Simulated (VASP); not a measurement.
A VASP calculation is set up with these files.

KPOINTS:
```
Automatic mesh
0
Gamma
  11 11 11
```

INCAR:
```
AGGAC = 0.0
ALGO = Normal
EDIFF = 1E-6
EDIFFG = -0.01
ENCUT = 520
GGA = MK
IBRION = 2
ISIF = 3
ISMEAR = 0
LASPH = .TRUE.
LCHARG = .FALSE.
LREAL = .FALSE.
LUSE_VDW = .TRUE.
LWAVE = .FALSE.
NELM = 100
NSW = 60
PARAM1 = 0.1234568
PARAM2 = 0.7114
PREC = Accurate
SIGMA = 0.05
SYSTEM = C
ZAB_VDW = -1.8867
```

POSCAR:
```
C
1.0
  0.0000000000   1.7835000000   1.7835000000
  1.7835000000   0.0000000000   1.7835000000
  1.7835000000   1.7835000000   0.0000000000
C
2
direct
  0.0000000000   0.0000000000   0.0000000000
  0.2500000000   0.2500000000   0.2500000000
```

POTCAR, in this order: C (PBE.64 set). Program: vasp_std.

### Question
Write an equivalent input for Quantum ESPRESSO's pw.x.

### Answer
One equivalent input (not run):
```
&CONTROL
  calculation = 'vc-relax'
  pseudo_dir = './pseudo'
  outdir = './out'
  tprnfor = .true.
  tstress = .true.
  nstep = 60
  forc_conv_thr = 0.00039
/
&SYSTEM
  ibrav = 0
  nat = 2
  ntyp = 1
  ecutwfc = 82
  occupations = 'smearing'
  smearing = 'gaussian'
  degauss = 0.003675
  input_dft = 'vdw-df2-b86r'
/
&ELECTRONS
  conv_thr = 7.3e-08
  electron_maxstep = 100
/
&IONS
/
&CELL
/
ATOMIC_SPECIES
  C 12.011 C.upf
CELL_PARAMETERS angstrom
     0.0000000    1.7835000    1.7835000
     1.7835000    0.0000000    1.7835000
     1.7835000    1.7835000    0.0000000
ATOMIC_POSITIONS crystal
  C    0.0000000  0.0000000  0.0000000
  C    0.2500000  0.2500000  0.2500000
K_POINTS automatic
  11 11 11 0 0 0
```
Limits of the translation: the potentials are each code's own (VASP's PAW set, PseudoDojo norm-conserving files in pw.x), so ENCUT and ecutwfc are chosen apart and not converted; conv_thr bounds pw.x's estimated SCF error, while EDIFF bounds the energy change between steps; forc_conv_thr acts on force components and is met together with etot_conv_thr.

The compound is C in the diamond structure. This run relaxes it. Symmetry was kept, so distortions that lower it aren't found.
